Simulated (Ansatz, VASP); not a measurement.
# HfSi in two plane-wave programs, part 2 of 2

Aim: how closely do two programs agree when they are given the same cell, functional and k mesh? The cell is generated by rule, not measured, and may not be a known phase. The cell is taken from a series of runs on this material, whose earlier steps may have relaxed, scaled, displaced or heated it; both programs get it as it stands.

VASP 6.6.1 and Ansatz 0.2.0.

So far: Set-up; VASP: zone-centre phonons, r2SCAN.

The structure was built from a prototype and need not be the compound's stable phase.

**3. Ansatz: zone-centre phonons, r2SCAN**

Level of this step: Ansatz beside VASP: Kohn-Sham DFT, plane waves, r2SCAN (Ansatz).

Ansatz runs on its default PAW (the set named soft_2) files.

The same cell, functional and mesh now go to Ansatz, which takes its cutoff from its data sets.

Input file input.yaml:

```yaml
crystal:
  lattice:
    - [0.0, 3.0240707983, 3.0240707983]
    - [3.0240707983, 0.0, 3.0240707983]
    - [3.0240707983, 3.0240707983, 0.0]
  atoms:
    - { symbol: Hf, position: [0.0, 0.0, 0.0] }
    - { symbol: Si, position: [0.25, 0.25, 0.25] }
kpoints:
  mp_grid: { grid: [12, 12, 12] }
hamiltonian:
  xc: r2scan
scf:
  occupations: { method: fixed }
output:
  eigenvalues: true
phonons:
  method: dfpt
  dielectric: true
  rigid_motions: translations
```

Launch:

```
ansatz run input.yaml --threads 4 --pin off --max-ram 7168MiB --backend cpu --events-out ev --progress --plain --runs-dir out
```

Numbers of over 12 decimals in the logs are rounded to 6 here.

What it wrote:

```text
Engine: ansatz 0.2.0, x86_64-unknown-linux-gnu
Pseudopotentials: kind: paw
Pseudopotential: Hf, paw, valence charge 26, recommended cutoff 500 eV (meta_gga), Hf.paw.azcp
Pseudopotential: Si, paw, valence charge 4, recommended cutoff 500 eV (meta_gga), Si.paw.azcp
Functional definition: r2SCAN
  parameter k0 = 0.174
  parameter k1 = 0.065
  parameter a1 = 4.9479
  exchange = r2scan_x(k0 = k0, k1 = k1, a1 = a1)
  correlation = r2scan_c
Crystal: 2 atoms, lattice volume = 55.310 Å³
Basis set: ecut = 500 eV, 1411 PW (Γ), exchange–correlation on 160×160×160 points (125 copies of the dense FFT grid, shifted against one another)
Bands: 19, of which v1, the nominal top of the filled ones, is band 15 counted from 1 (14 counted from 0)
Symmetry: 24 space group operations
k-points: 280 of 1728 (irreducible under 4 space group operations, time reversal used)
Non-local potential: Hf, projectors of the file, l = 0: 3, l = 1: 2, l = 2: 2, l = 3: 3
Non-local potential: Si, projectors of the file, l = 0: 2, l = 1: 2, l = 2: 2
PAW form: soft (Blöchl's): semilocal exchange-correlation on the pseudo side does not see the compensation charge
PAW frozen core: Hf, regenerated for the run's functional (the file was generated under x = pbe(κ = 0.804, μ = 0.219515), c = pbe(β = 0.066725))
PAW frozen core: Si, regenerated for the run's functional (the file was generated under x = pbe(κ = 0.804, μ = 0.219515), c = pbe(β = 0.066725))
PAW one-centre angular grid: Hf, 974 points (default); XC on 160 Gauss nodes
PAW one-centre angular grid: Si, 302 points (default); XC on 160 Gauss nodes
Initial density: superposition of atomic densities (neutral atoms: chi_scale 0, normalization atom), corrected by the library's trained network
Initial wavefunctions: pseudopotential atomic-orbital guess
Functional: x = r2scan, c = r2scan; τ floored in thin density (d = 2e-4 eV/Å³)
SCF iter   1: F=—  HF=-16371.208836 eV  |F-HF|=—  |Δ(HF+E_count)|=         —  Δρ=7.25e-3  dr2=3.86e-2  dr2_τ=3.27e-2  ethr=1.77e-3  ⟨swp⟩=5.0  Hψ=21363  notcnv=0  defer=506
preconditioner: auto → none  [insulator: Δε(μ)=0.372 eV  Ē_g=11.971 eV  n_scr=14 (ndim 8)  ℏωp=23.4 eV  f_vac=0.005  ε∞_Penn≈4.8]
SCF iter   2: F=—  HF=-16371.202974 eV  |F-HF|=—  |Δ(HF+E_count)|=   5.86e-3  Δρ=3.20e-3  dr2=5.05e-3  dr2_τ=1.27e-3  ethr=1.29e-4  ⟨swp⟩=2.0  Hψ=12330  notcnv=0  defer=550
SCF iter   3: F=—  HF=-16371.202429 eV  |F-HF|=—  |Δ(HF+E_count)|=   5.44e-4  Δρ=1.64e-3  dr2=1.20e-3  dr2_τ=1.74e-4  ethr=1.68e-5  ⟨swp⟩=2.1  Hψ=10104  notcnv=0  defer=554
SCF iter   4: F=—  HF=-16371.202650 eV  |F-HF|=—  |Δ(HF+E_count)|=   2.21e-4  Δρ=7.66e-4  dr2=3.68e-4  dr2_τ=2.00e-5  ethr=4.01e-6  ⟨swp⟩=3.0  Hψ=9802  notcnv=0  defer=558
SCF iter   5: F=—  HF=-16371.202689 eV  |F-HF|=—  |Δ(HF+E_count)|=   3.91e-5  Δρ=1.45e-4  dr2=9.89e-6  dr2_τ=8.74e-7  ethr=1.23e-6  ⟨swp⟩=2.0  Hψ=6648  notcnv=0  defer=484
SCF iter   6: F=—  HF=-16371.202691 eV  |F-HF|=—  |Δ(HF+E_count)|=   2.02e-6  Δρ=2.45e-5  dr2=1.46e-7  dr2_τ=2.23e-8  ethr=3.30e-8  ⟨swp⟩=2.3  Hψ=8807  notcnv=0  defer=7
SCF iter   7: F=—  HF=-16371.202692 eV  |F-HF|=—  |Δ(HF+E_count)|=   2.68e-7  Δρ=2.77e-6  dr2=4.50e-9  dr2_τ=2.75e-10  ethr=4.85e-10  ⟨swp⟩=2.0  Hψ=8912  notcnv=0
SCF iter   8: F=—  HF=-16371.202692 eV  |F-HF|=—  |Δ(HF+E_count)|=  5.88e-10  Δρ=9.12e-7  dr2=2.56e-10  dr2_τ=9.49e-11  ethr=1.50e-11  ⟨swp⟩=2.0  Hψ=8857  notcnv=0
SCF iter   9: F=-16371.202692 eV  HF=-16371.202692 eV  |F-HF|=1.82e-12  |Δ(HF+E_count)|=  2.58e-10  Δρ=1.09e-7  dr2=5.11e-12  dr2_τ=7.55e-13  ethr=1.00e-12  ⟨swp⟩=7.0  Hψ=31200  notcnv=0
SCF 1 converged in 9 iterations: F = -16371.202692 eV  dr2 = 5.11e-12
  greatest PAW one-centre occupation: 0.998 electrons in one spin orbital (limit 2), on the Hf atom at site 0 (counted from 0), in its partial waves of l = 3
NSCF: frozen V_eff on 11 k-points
DFPT response loops at Γ: preconditioner auto → none (the input reference at scf.mixing.eps_inf says where Resta's filter doesn't serve); β = 0.50; Broyden in place of MSR1
── the response to a field inside a basis, on 12×12×12 k-points: an SCF that follows is theirs, and a resumed run solves both again ──
Bands: 16, of which v1, the nominal top of the filled ones, is band 15 counted from 1 (14 counted from 0)
k-points: 182 of 1728 (irreducible under 6 space group operations, time reversal used)
Initial density: handed on by an earlier stage of this run
Initial wavefunctions: pseudopotential atomic-orbital guess (no wavefunctions were taken with the density)
Eigensolver: Dense (182 Hₖ)
SCF iter   1: F=—  HF=-16371.198907 eV  |F-HF|=—  |Δ(HF+E_count)|=         —  Δρ=5.92e-5  dr2=3.34e-7  dr2_τ=6.03e-7  ethr=1.00e-1
preconditioner: auto → none  [insulator: Δε(μ)=0.343 eV  Ē_g=10.077 eV  n_scr=14 (ndim 8)  ℏωp=23.4 eV  f_vac=0.017  ε∞_Penn≈6.4]
SCF iter   2: F=-16371.198908 eV  HF=-16371.198908 eV  |F-HF|=2.42e-7  |Δ(HF+E_count)|=   1.04e-6  Δρ=2.90e-5  dr2=7.36e-8  dr2_τ=3.23e-8  ethr=1.11e-9
SCF 1 converged in 2 iterations: F = -16371.198908 eV  dr2 = 7.36e-8
DFPT response loops at Γ: mixed as the last ones told, above
WARN: field response: ε∞ stands inside a basis, on 12×12×12 points; the force constants stand on the 12×12×12 k-mesh, whose period is 12.24 times the interband length at k = (0.0000, 0.4167, 0.4167), direct gap 0.486 eV, under 14: take them and everything formed from them as unconverged, and compare with a denser kpoints.mp_grid
SCF converged after 9 iterations
Free energy (F): -16371.202692 eV
Harris-Foulkes:  -16371.202692 eV  (|F-HF|=1.82e-12)
Internal energy: -16371.202692 eV  (E = F + TS)
E sigma→0 (E₀):  -16371.202692 eV
Fermi energy:    8.785057 eV
--- Per-component energies (eV) ---
  E_band       = -250.736445
  E_kinetic    = 460.392261
  E_local      = -7074.748072  (includes V_loc(G=0)·N_el)
  E_nonlocal   = -1222.769465
  E_hartree    = 3244.316958
  E_xc         = -332.719619
  E_vxc        = -339.564298  (∫ρ·V_xc dr)
  E_paw        = -7470.483135  (= ΣΔE_a)
  E_vpaw       = 1421.216931  (= ΣTr[D̂ρ^β])
  E_aug_tail   = 0.000004  (compensation charges beyond the density's cutoff)
  E_vtau       = 16.102262  (kinetic-family band-sum trace: ∫τ·v_τ [+ j·A + Jᵃ·Aᵃ] dr)
  E_ewald      = -3975.436712
  E_core_change = 0.245089  (= ΣΔE_core)
  E_smearing   = -0.000000  (= −TS)
  E_closure    = 0.000000  (closes the sum)
  Σ components = -16371.202692   (vs F -16371.202692, Δ=0.00e0)
--- Band table (eV; the first three rows and the last of 280) ---
  k-point 0: bands = [... 11 lower, 0.3941, 7.5276, 7.5276, 7.5276, 10.8311, 10.8311, 13.5700, 16.0765]
  k-point 1: bands = [... 11 lower, 0.4724, 7.4024, 7.5644, 7.5644, 10.7913, 10.7913, 13.8014, 15.5972]
  k-point 2: bands = [... 11 lower, 0.6967, 7.0921, 7.6599, 7.6599, 10.7216, 10.7216, 14.1530, 14.7240]
  k-point 279: bands = [... 11 lower, 2.4446, 6.7510, 6.8445, 8.6358, 9.1925, 10.8003, 11.6290, 12.5080]
--- Phonons (Γ-DFPT): 2 representative perturbations + reference, on 280 of 1728 k-points (Σ response iterations 13) ---
  k mesh reduced under 4 symmetry operations, with k and −k counted as one. Each operation leaves every solved perturbation unchanged. A smaller set is not considered because the functional reads the kinetic-energy density
  ASR residual: 4.438e-5 → 0.000e0 eV/Å²; symmetrization residual: 4.672e-6 eV/Å²
  ASR residual per site (eV/Å²): 4.44e-5 1.67e-5
  Γ frequencies (cm⁻¹): 0.00 0.00 0.00 305.89 305.89 305.89
  ε∞ (high-frequency dielectric tensor):
       20.779501    -0.000000     0.000000
       -0.000000    20.779501    -0.000000
        0.000000    -0.000000    20.779501
  ε⁰ (static dielectric tensor: ions relaxed, cell fixed):
       27.588212     0.000000    -0.000000
        0.000000    27.588212    -0.000000
       -0.000000    -0.000000    27.588212
  ε⁰ − ε∞ (ionic part):
        6.808712     0.000000    -0.000000
        0.000000     6.808712    -0.000000
       -0.000000    -0.000000     6.808712
  softest optical mode at Γ: 305.89 cm⁻¹; the repairs (sum rule, projections) moved no ω² at Γ by more than (0.66 cm⁻¹)²
  Born effective charges Z* (e; rows j = field, columns β = displacement):
    site 0:
         4.16860    0.00000   -0.00000
         0.00000    4.16860    0.00000
        -0.00000    0.00000    4.16860
    site 1:
        -4.16860   -0.00000    0.00000
        -0.00000   -4.16860   -0.00000
         0.00000   -0.00000   -4.16860
  Z* charge neutrality: 1.685e-3 e pre-enforcement
  solved inside a basis spanned on kpoints, on 12×12×12 k-points, its susceptibility summed on 16×16×16: ε∞ is read to err by 9.2e-2, Z* by 3.2e-2 e (field_mesh: kpoints solves on kpoints); Z* is corrected for what the basis lacks
  optical modes at Γ without the LO–TO term, one row a degenerate level:
      ω (cm⁻¹)  modes    IR ((D/Å)²/amu)
        305.89      3            49.5625
  optical modes at Γ + LO–TO along q̂ = [1.0000, 0.0000, 0.0000]:
      ω (cm⁻¹)  modes    IR ((D/Å)²/amu)
        305.89      2            33.0417
        352.46      1            16.5208
  optical modes at Γ + LO–TO along q̂ = [0.0000, 1.0000, 0.0000]:
      ω (cm⁻¹)  modes    IR ((D/Å)²/amu)
        305.89      2            33.0417
        352.46      1            16.5208
  optical modes at Γ + LO–TO along q̂ = [0.0000, 0.0000, 1.0000]:
      ω (cm⁻¹)  modes    IR ((D/Å)²/amu)
        305.89      2            33.0417
        352.46      1            16.5208
```

**4. Side by side**

Known differences besides the potentials themselves: VASP keeps PBE cores, Ansatz makes them for the functional; fixed occupations in Ansatz, narrow Gaussian smearing in VASP; the data sets hold 30 valence electrons in Ansatz (on its default PAW (the set named soft_2) files) and 14 in VASP; the cutoff is 500 eV in Ansatz and 550 eV in VASP; VASP uses finite displacements, Ansatz perturbation theory. Total energies have different zeros and are not compared.

Both answers:

| quantity | Ansatz | VASP | difference |
| --- | --- | --- | --- |
| optical mode 1 to 3 (cm⁻¹) | 305.9 | 305.9 | -0.02 % |

Modes are paired by rising frequency, not by their patterns, so a pair may set unlike modes beside each other; they are those without the splitting of longitudinal modes.

**5. Outcome**

```yaml
r_m_s_difference_of_the_optical_zone_centre_modes_each_program_s_sorted_by_frequency_zone_centre_phonons_r2scan: 0.060 cm⁻¹
```

**Reading.** The r.m.s. difference of the optical zone-centre modes, each program's sorted by frequency is 0.060 cm⁻¹ (zone-centre phonons, r2SCAN). The data sets hold unlike numbers of valence electrons (30 in Ansatz and 14 in VASP), so part of the differences comes from the potentials. Such differences can come from data sets, numerical settings and the points named under the comparisons, not from the functional's error against experiment.

[Lines on the potential files, build, host, timing and source positions are cut from VASP's logs without a mark.]

[Logs are printed without paths, hosts, clocks, repeated set-up lines and the standing remarks that a program may print on its own settings, such as how far it seeks lower states.]

[Hosts, paths, dates, database ids (printed as entryN), source tags and the programs' standing remarks are cut or masked in the printed files.]
